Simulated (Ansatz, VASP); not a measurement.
# AlZnNO: VASP beside Ansatz, part 2 of 2

Aim: how closely do two programs agree when they are given the same cell, functional and k mesh? The cell is generated by rule, not measured, and may not be a known phase. The cell is taken from a series of runs on this material, whose earlier steps may have relaxed, scaled, displaced or heated it; both programs get it as it stands.

VASP 6.6.1 and Ansatz 0.2.0.

So far: The structure; VASP: relaxation of cell and atoms, LDA, pair 1.

The structure was built from a prototype and need not be the compound's stable phase.

## 3. Ansatz: relaxation of cell and atoms, LDA, pair 1

Level of this step: Ansatz beside VASP: Kohn-Sham DFT, plane waves, LDA (Ansatz).

Ansatz runs on its default PAW (the set named soft_2) files.

The same cell, functional (in two slightly different forms), mesh and smearing now go to Ansatz, which takes its cutoff from its data sets.

Input file input.yaml:

```yaml
crystal:
  lattice:
    - [3.2707745736, 0.0, 0.0]
    - [-1.6353872868, 2.8325738708, 0.0]
    - [0.0, 0.0, 8.8278310285]
  atoms:
    - { symbol: Al, position: [0.3333333333, 0.6666666667, -0.0265297874] }
    - { symbol: Al, position: [0.6666666667, 0.3333333333, 0.2351310785] }
    - { symbol: "N", position: [0.3333333333, 0.6666666667, 0.192701422] }
    - { symbol: "N", position: [0.6666666667, 0.3333333333, 0.4600586319] }
    - { symbol: O, position: [0.3333333333, 0.6666666667, 0.7649699113] }
    - { symbol: O, position: [0.6666666667, 0.3333333333, 0.9777810695] }
    - { symbol: Zn, position: [0.3333333333, 0.6666666667, 0.4590640337] }
    - { symbol: Zn, position: [0.6666666667, 0.3333333333, 0.6868236404] }
kpoints:
  mp_grid: { grid: [9, 9, 4] }
hamiltonian:
  xc: lda
scf:
  occupations: { method: gaussian, width: 0.02 }
output:
  forces: true
  stress: true
  eigenvalues: true
  write_density: true
  write_potential: true
  elf: true
  volumetric_format: npy
relax:
  adjacent_minimum: "off"
  f_tol: 0.005
  max_steps: 80
  cell: { stress_tol: 0.05 }
```

On the command line:

```sh
> ansatz run input.yaml --threads 8 --pin off --max-ram 14336MiB --backend cpu --events-out ev --progress --plain --runs-dir out
```

Numbers of over 12 decimals in the logs are rounded to 6 here.

Log:

```text
Engine: ansatz 0.2.0, x86_64-unknown-linux-gnu
Pseudopotentials: kind: paw
Pseudopotential: Al, paw, valence charge 3, recommended cutoff 420 eV (normal), Al.paw.azcp
Pseudopotential: N, paw, valence charge 5, recommended cutoff 420 eV (normal), N.paw.azcp
Pseudopotential: O, paw, valence charge 6, recommended cutoff 420 eV (normal), O.paw.azcp
Pseudopotential: Zn, paw, valence charge 12, recommended cutoff 420 eV (normal), Zn.paw.azcp
Functional definition: SPW92
  exchange = slater_x
  correlation = pw_c
Crystal: 8 atoms, lattice volume = 81.787 Å³
Basis set: ecut = 420 eV, 1625 PW (Γ)
Bands: 34, of which v1, the nominal top of the filled ones, is band 26 counted from 1 (25 counted from 0)
Symmetry: 6 space group operations
Space group: P3m1 (ITA 156), of the structure as read, at distance tolerance 4.3e-5 Å
k-points: 43 of 324 (time reversal used)
Non-local potential: Al, projectors of the file, l = 0: 2, l = 1: 2, l = 2: 1
Non-local potential: N, projectors of the file, l = 0: 2, l = 1: 2, l = 2: 1
Non-local potential: O, projectors of the file, l = 0: 2, l = 1: 2, l = 2: 1
Non-local potential: Zn, projectors of the file, l = 0: 2, l = 1: 2, l = 2: 3, l = 3: 1
PAW form: soft (Blöchl's): semilocal exchange-correlation on the pseudo side does not see the compensation charge
PAW frozen core: Al, regenerated for the run's functional, and the local potential with it (the file was generated under x = pbe(κ = 0.804, μ = 0.219515), c = pbe(β = 0.066725))
PAW frozen core: N, regenerated for the run's functional, and the local potential with it (the file was generated under x = pbe(κ = 0.804, μ = 0.219515), c = pbe(β = 0.066725))
PAW frozen core: O, regenerated for the run's functional, and the local potential with it (the file was generated under x = pbe(κ = 0.804, μ = 0.219515), c = pbe(β = 0.066725))
PAW frozen core: Zn, regenerated for the run's functional, and the local potential with it (the file was generated under x = pbe(κ = 0.804, μ = 0.219515), c = pbe(β = 0.066725))
PAW one-centre angular grid: Al, 110 points (default); XC on 64 Gauss nodes
PAW one-centre angular grid: N, 110 points (default); XC on 64 Gauss nodes
PAW one-centre angular grid: O, 110 points (default); XC on 64 Gauss nodes
PAW one-centre angular grid: Zn, 590 points (default); XC on 64 Gauss nodes
Initial density: superposition of atomic densities (neutral atoms: chi_scale 0, normalization atom), corrected by the library's trained network
Initial wavefunctions: pseudopotential atomic-orbital guess
Functional: x = slater, c = lda
SCF iter   1: F=—  HF=-9383.297073 eV  |F-HF|=—  |Δ(HF+E_count)|=         —  Δρ=1.36e-2  dr2=1.47e-1  ethr=1.77e-3  ⟨swp⟩=6.6  Hψ=6919  notcnv=0
preconditioner: auto → Resta (q_TF=auto, 2.530 Å⁻¹)  ε∞=6.0  [insulator: Δε(μ)=0.769 eV  Ē_g=13.281 eV  σ=0.020 eV  W_gap=1.00  n_scr=24 (ndim 8)  ℏωp=29.6 eV  f_vac=0.002  D(μ)=0.00/eV (n_scr^D=0)  ε∞_Penn≈6.0]
SCF iter   2: F=—  HF=-9383.262041 eV  |F-HF|=—  |Δ(HF+E_count)|=   3.50e-2  Δρ=4.95e-3  dr2=2.63e-2  ethr=2.82e-4  ⟨swp⟩=2.9  Hψ=2922  notcnv=0  defer=137
SCF iter   3: F=—  HF=-9383.255409 eV  |F-HF|=—  |Δ(HF+E_count)|=   6.63e-3  Δρ=1.81e-3  dr2=2.81e-3  ethr=5.06e-5  ⟨swp⟩=2.1  Hψ=2444  notcnv=0  defer=141
SCF iter   4: F=—  HF=-9383.254532 eV  |F-HF|=—  |Δ(HF+E_count)|=   8.77e-4  Δρ=7.15e-4  dr2=7.78e-4  ethr=5.40e-6  ⟨swp⟩=2.0  Hψ=2454  notcnv=0  defer=141
SCF iter   5: F=—  HF=-9383.254268 eV  |F-HF|=—  |Δ(HF+E_count)|=   2.65e-4  Δρ=1.88e-4  dr2=9.69e-5  ethr=1.50e-6  ⟨swp⟩=2.1  Hψ=2141  notcnv=0  defer=141
SCF iter   6: F=—  HF=-9383.254240 eV  |F-HF|=—  |Δ(HF+E_count)|=   2.78e-5  Δρ=6.44e-5  dr2=6.89e-6  ethr=1.86e-7  ⟨swp⟩=2.7  Hψ=2170  notcnv=0  defer=141
SCF iter   7: F=—  HF=-9383.254238 eV  |F-HF|=—  |Δ(HF+E_count)|=   1.87e-6  Δρ=1.92e-5  dr2=3.61e-7  ethr=1.33e-8  ⟨swp⟩=2.6  Hψ=2145  notcnv=0  defer=141
SCF iter   8: F=-9383.254238 eV  HF=-9383.254238 eV  |F-HF|=1.68e-8  |Δ(HF+E_count)|=   3.73e-8  Δρ=5.09e-6  dr2=2.45e-8  ethr=1.92e-10  ⟨swp⟩=12.9  Hψ=10136  notcnv=0
SCF 1 converged in 8 iterations: F = -9383.254238 eV  dr2 = 2.45e-8
  greatest PAW one-centre occupation: 0.986 electrons in one spin orbital (limit 2), on the Zn atom at site 7 (counted from 0), in its partial waves of l = 2
relax step   1: F+E_penalty+E_count = -9383.25423786 eV  Δ(F+E_penalty+E_count) = +0.000e0 eV  max|allowed force component| = 2.766e-2 eV/Å  Δτ_max = 0.0000 Å  P = +0.008 GPa  Ω = 81.787 Å³  (8 SCF iters, dr2 threshold 1.00e-7 eV, accepted)
[...]
relax step   3: F+E_penalty+E_count = -9383.25425690 eV  Δ(F+E_penalty+E_count) = -1.565e-5 eV  max|allowed force component| = 2.677e-3 eV/Å  Δτ_max = 0.0007 Å  P = +0.002 GPa  Ω = 81.792 Å³  energy of the carried Pulay correction = -2.575e-5 eV  (6 SCF iters, dr2 threshold 1.20e-8 eV, accepted)
[...]
relax step   4: F+E_penalty+E_count = -9383.25427500 eV  Δ(F+E_penalty+E_count) = -1.810e-5 eV  max|allowed force component| = 2.686e-3 eV/Å  Δτ_max = 0.0000 Å  P = +0.002 GPa  Ω = 81.792 Å³  stress off target by 8.16e-3 GPa  SCF on the basis re-selected at this cell (its energy is not comparable with the rows above)  (8 SCF iters)
basis re-selected at this cell: Δ(F+E_penalty+E_count) = -1.810e-5 eV, ΔP = +0.000 GPa vs the last step (what re-selecting the basis moved, of the pressure what is left beyond the Pulay correction that the steps carried, after the strain that the cell walked since its last selection, with what the two solves' SCF thresholds leave and, on support functions, any second-order correction that the steps lacked; it is no m [...]
SCF converged after 8 iterations
Free energy (F): -9383.254275 eV
Harris-Foulkes:  -9383.254275 eV  (|F-HF|=1.82e-12)
Internal energy: -9383.254275 eV  (E = F + TS)
E sigma→0 (E₀):  -9383.254275 eV
Fermi energy:    10.274572 eV
--- Per-component energies (eV) ---
  E_band       = 132.139924
  E_kinetic    = 934.658502
  E_local      = -5433.061572  (includes V_loc(G=0)·N_el)
  E_nonlocal   = 1452.885337
  E_hartree    = 2305.980244
  E_xc         = -618.853259
  E_vxc        = -510.900642  (∫ρ·V_xc dr)
  E_paw        = -4933.443588  (= ΣΔE_a)
  E_vpaw       = -923.406776  (= ΣTr[D̂ρ^β])
  E_aug_tail   = 0.004580  (compensation charges beyond the density's cutoff)
  E_ewald      = -3095.004167
  E_core_change = 3.579647  (= ΣΔE_core)
  E_smearing   = -0.000000  (= −TS)
  E_closure    = -0.000000  (closes the sum)
  Σ components = -9383.254275   (vs F -9383.254275, Δ=0.00e0)
--- Forces (eV/Å), atoms counted from 1 ---
  atom   1  Al     0.00000000     0.00000000     0.00087738
  atom   2  Al     0.00000000    -0.00000000    -0.00147832
  atom   3  N      0.00000000    -0.00000000    -0.00077795
  atom   4  N     -0.00000000    -0.00000000    -0.00112285
  atom   5  O     -0.00000000    -0.00000000    -0.00269627
  atom   6  O      0.00000000     0.00000000     0.00119322
  atom   7  Zn     0.00000000     0.00000000     0.00197912
  atom   8  Zn     0.00000000    -0.00000000     0.00193971
  max |Σ_I F_I| component: 8.60e-5 eV/Å
--- Stress (GPa, compression-positive) ---
        0.007717       0.000000       0.000000
       -0.000000       0.007717      -0.000000
        0.000000      -0.000000      -0.008157
  P = ⅓ Tr σ = 0.0024 GPa (0.024 kbar)
--- Band table (eV; the first three rows and the last of 43) ---
  k-point 0: bands = [... 22 lower, 7.2177, 7.8882, 9.9274, 9.9274, 10.6192, 13.3693, 13.6299, 14.3541, ... 4 higher]
  k-point 1: bands = [... 22 lower, 7.2422, 7.5516, 9.9285, 9.9285, 10.9727, 12.7942, 13.9877, 14.3769, ... 4 higher]
  k-point 2: bands = [... 22 lower, 7.2583, 7.2583, 9.9292, 9.9292, 11.4674, 12.2511, 14.1764, 14.3694, ... 4 higher]
  k-point 42: bands = [... 22 lower, 6.1321, 6.7977, 7.4592, 7.4794, 14.7380, 15.0989, 15.1142, 15.4799, ... 4 higher]
--- Relaxed structure (3 steps of the walk, 3 accepted, 1 SCFs on fresh bases) ---
  F+E_penalty+E_count = -9383.25427500 eV   max|allowed force component| = 2.686e-3 eV/Å   (the final SCF, on the basis selected at the relaxed cell)
  cell:  # Å, volume = 81.7924 Å³
    - [3.270936, 0, 0]
    - [-1.635468, 2.832714, 0]
    - [0, 0, 8.827509]
  atoms:
    - { symbol: Al, position: [0.333333, 0.666667, -0.026462] }
    - { symbol: Al, position: [0.666667, 0.333333, 0.235044] }
    - { symbol: N, position: [0.333333, 0.666667, 0.192558] }
    - { symbol: N, position: [0.666667, 0.333333, 0.459943] }
    - { symbol: O, position: [0.333333, 0.666667, 0.765119] }
    - { symbol: O, position: [0.666667, 0.333333, 0.977829] }
    - { symbol: Zn, position: [0.333333, 0.666667, 0.459122] }
    - { symbol: Zn, position: [0.666667, 0.333333, 0.686846] }
```

The column dr2 measures how far the density is from self-consistency, as an energy; F and HF (Harris–Foulkes) agree once it is small.

## 4. Side by side

Known differences besides the potentials themselves: the cutoff is 420 eV in Ansatz and 600 eV in VASP; VASP's log shows a relativistic correction to its local exchange, Ansatz's none; Ansatz adds a Pulay correction to the stress that steers its cell, VASP none. Total energies have different zeros and are not compared.

The two programs side by side:

```
                                         quantity  Ansatz   VASP  difference
                                      volume (Å³)   81.79  82.06     -0.32 %
edge a after relaxation, in the typed setting (Å)   3.271  3.275     -0.13 %
edge c after relaxation, in the typed setting (Å)   8.828  8.834     -0.07 %
```

## 5. VASP: relaxation of cell and atoms, LDA, pair 2

The relaxed volume is the usual yardstick between codes: in a stiff, nearly cubic crystal its relative difference is about their pressure difference at one cell divided by the bulk modulus.

Input file INCAR:

```
SYSTEM = AlZnNO
PREC = Accurate
ENCUT = 600
EDIFF = 1E-07
NELM = 120
ISMEAR = 0
SIGMA = 0.01
LREAL = .FALSE.
ALGO = Normal
GGA = PW92
NBANDS = 34
LORBIT = 11
LWAVE = .FALSE.
LCHARG = .FALSE.
ISIF = 3
IBRION = 2
NSW = 80
EDIFFG = -0.005
LASPH = .TRUE.
GGA_COMPAT = .FALSE.
NELMIN = 4
EFERMI = MIDGAP
KPAR = 2
```

Input file POSCAR:

```
AlZnNO
1.0
    3.2709360000      0.0000000000      0.0000000000
   -1.6354680000      2.8327140000      0.0000000000
    0.0000000000      0.0000000000      8.8275090000
Al N O Zn
2 2 2 2
Direct
    0.3333333333      0.6666666667      0.9735382881
    0.6666666666      0.3333333334      0.2350444503
    0.3333333333      0.6666666667      0.1925578326
    0.6666666666      0.3333333334      0.4599432297
    0.3333333333      0.6666666667      0.7651187895
    0.6666666666      0.3333333334      0.9778294194
    0.3333333333      0.6666666667      0.4591218202
    0.6666666666      0.3333333334      0.6868459721
```

Input file KPOINTS:

```
Automatic mesh
0
Gamma
9 9 4
0 0 0
```

PAW data sets: Al, N, O and Zn (LDA family, release 64).

On the command line:

```sh
> mpirun -np 2 vasp_std
```

Log:

```text
[banner, memory and clock lines left out]
running    2 mpi-ranks, on    1 nodes
[...]
[... a notice as in an earlier step ...]

 LDA part: xc-table for (Slater(with rela. corr.)+PW92), standard interpolation
 POSCAR, INCAR and KPOINTS ok, starting setup
[...]
entering main loop
       N       E                     dE             d eps       ncg     rms          rms(c)
DAV:   1     0.499336280821E+03    0.49934E+03   -0.27166E+04  2932   0.212E+03
DAV:   2     0.893110084120E+01   -0.49041E+03   -0.46300E+03  3084   0.477E+02
DAV:   3    -0.596371514392E+02   -0.68568E+02   -0.67487E+02  3300   0.174E+02
DAV:   4    -0.622673102825E+02   -0.26302E+01   -0.26160E+01  3632   0.350E+01
[...]
DAV:  15    -0.536358533156E+02    0.30600E-06   -0.30982E-06  3892   0.159E-02    0.293E-03
DAV:  16    -0.536358533200E+02   -0.44683E-08   -0.12127E-06  4470   0.163E-02    0.128E-03
DAV:  17    -0.536358533091E+02    0.10953E-07   -0.29058E-07  2272   0.530E-03
   1 F= -.53635853E+02 E0= -.53635853E+02  d E =-.536359E+02
[... from here on, the cycles between the ionic steps are left out ...]
   2 F= -.53636073E+02 E0= -.53636073E+02  d E =-.219470E-03
   3 F= -.53636387E+02 E0= -.53636387E+02  d E =-.533413E-03
   4 F= -.53636387E+02 E0= -.53636387E+02  d E =-.533276E-03
   5 F= -.53636412E+02 E0= -.53636412E+02  d E =-.253149E-04
   6 F= -.53636418E+02 E0= -.53636418E+02  d E =-.311565E-04
   7 F= -.53636425E+02 E0= -.53636425E+02  d E =-.710763E-05
   8 F= -.53636425E+02 E0= -.53636425E+02  d E =-.709362E-05
   9 F= -.53636430E+02 E0= -.53636430E+02  d E =-.539986E-05
 trial-energy change:   -0.000005  1 .order   -0.000006   -0.000008   -0.000003
 step:   1.6980(harm=  1.6980)  dis= 0.00092  next Energy=   -53.636431 (dE=-0.643E-05)
 reached required accuracy - stopping structural energy minimisation
```

Parts of OUTCAR (step 5):

```text
  Total       -0.0035133     -0.0035133     -0.0046765     -0.0000000      0.0000000      0.0000000
  in kB       -0.0686038     -0.0686038     -0.0913173     -0.0000000      0.0000000      0.0000000
  external PRESSURE =      -0.0761750 kB  Pullay stress =       0.0000000 kB

 POSITION                                       TOTAL-FORCE (eV/Angst)
 -----------------------------------------------------------------------------------
     -0.00000      1.89079      8.60172         0.000000     -0.000000     -0.001668
      1.63747      0.94539      2.07440        -0.000000      0.000000      0.003197
     -0.00000      1.89079      1.70049         0.000000      0.000000     -0.000720
      1.63747      0.94539      4.06056         0.000000      0.000000      0.000773
     -0.00000      1.89079      6.76019        -0.000000      0.000000      0.001131
      1.63747      0.94539      8.63976        -0.000000      0.000000      0.003795
     -0.00000      1.89079      4.05554        -0.000000     -0.000000     -0.004222
      1.63747      0.94539      6.06727         0.000000     -0.000000     -0.002287
 -----------------------------------------------------------------------------------
    total drift:                               -0.000001      0.000002     -0.001144

  FREE ENERGIE OF THE ION-ELECTRON SYSTEM (eV)
  ---------------------------------------------------
  free  energy   TOTEN  =       -53.6364302352 eV

  energy  without entropy=      -53.6364302352  energy(sigma->0) =      -53.63643024

[... 2 parts as in an earlier step ...]

[... 2 further parts left out ...]
[key lines of the parts left out:]
E-fermi :   6.3073
```

## 6. Ansatz: relaxation of cell and atoms, LDA, pair 2

The same cell, functional (in two slightly different forms) and mesh now go to Ansatz, which takes its cutoff from its data sets.

The cell is taken from a series of runs on this material, whose earlier steps may have relaxed, scaled, displaced or heated it; both programs get it as it stands.

Input file input.yaml:

```yaml
crystal:
  lattice:
    - [3.2709360915, 0.0, 0.0]
    - [-1.6354680458, 2.8327137494, 0.0]
    - [0.0, 0.0, 8.8275087996]
  atoms:
    - { symbol: Al, position: [0.3333333333, 0.6666666667, -0.0264616805] }
    - { symbol: Al, position: [0.6666666667, 0.3333333333, 0.2350444709] }
    - { symbol: "N", position: [0.3333333333, 0.6666666667, 0.1925578019] }
    - { symbol: "N", position: [0.6666666667, 0.3333333333, 0.4599432607] }
    - { symbol: O, position: [0.3333333333, 0.6666666667, 0.7651188459] }
    - { symbol: O, position: [0.6666666667, 0.3333333333, 0.9778294365] }
    - { symbol: Zn, position: [0.3333333333, 0.6666666667, 0.4591218276] }
    - { symbol: Zn, position: [0.6666666667, 0.3333333333, 0.6868460369] }
kpoints:
  mp_grid: { grid: [9, 9, 4] }
hamiltonian:
  xc: lda
scf:
  occupations: { method: fixed }
output:
  forces: true
  stress: true
  eigenvalues: true
relax:
  adjacent_minimum: "off"
  f_tol: 0.001
  max_steps: 60
  cell: { stress_tol: 0.01 }
```

On the command line:

```sh
> ansatz run input.yaml --threads 8 --pin off --max-ram 14336MiB --backend cpu --events-out ev --progress --plain --runs-dir out
```

Log:

```text
[...]
Crystal: 8 atoms, lattice volume = 81.792 Å³
Basis set: ecut = 420 eV, 1625 PW (Γ)
Bands: 34, of which v1, the nominal top of the filled ones, is band 26 counted from 1 (25 counted from 0)
Symmetry: 6 space group operations
[...]
k-points: 43 of 324 (time reversal used)
[...]
atoms:
    - { symbol: Al, position: [0.333333, 0.666667, -0.026463] }
    - { symbol: Al, position: [0.666667, 0.333333, 0.235027] }
    - { symbol: N, position: [0.333333, 0.666667, 0.192550] }
    - { symbol: N, position: [0.666667, 0.333333, 0.459938] }
    - { symbol: O, position: [0.333333, 0.666667, 0.765098] }
    - { symbol: O, position: [0.666667, 0.333333, 0.977831] }
    - { symbol: Zn, position: [0.333333, 0.666667, 0.459155] }
    - { symbol: Zn, position: [0.666667, 0.333333, 0.686864] }
[key lines of the parts left out:]
SCF converged after 5 iterations
Free energy (F): -9383.254236 eV
Fermi energy:    9.929395 eV
P = ⅓ Tr σ = -0.0005 GPa (-0.005 kbar)
```

## 7. Comparison

What differs besides the data sets and the points named for the pairs above, as far as they apply: fixed occupations in Ansatz, narrow Gaussian smearing in VASP. Total energies have different zeros and are not compared.

The two programs side by side:

```
                                         quantity  Ansatz   VASP  difference
                                      volume (Å³)   81.79  82.05     -0.31 %
edge a after relaxation, in the typed setting (Å)   3.271  3.275     -0.12 %
edge c after relaxation, in the typed setting (Å)   8.827  8.834     -0.08 %
```

## 8. What came out

- difference in volume (relaxation of cell and atoms, LDA, pair 1): -0.32 %
- difference in volume (relaxation of cell and atoms, LDA, pair 2): -0.31 %

The difference in volume is -0.32 % (relaxation of cell and atoms, LDA, pair 1), within the 1.2 % picked in this series as the mark of a large difference, as far as the stopping tolerances let one tell. 1 further run of this series is not shown here. Such differences can come from data sets, numerical settings and the points named under the comparisons, not from the functional's error against experiment.

[Lines on the potential files, build, host, timing and source positions are cut from VASP's logs without a mark.]

[Logs are printed without paths, hosts, clocks, repeated set-up lines and the standing remarks that a program may print on its own settings, such as how far it seeks lower states.]

[Hosts, paths, dates, database ids (printed as entryN), source tags and the programs' standing remarks are cut or masked in the printed files.]
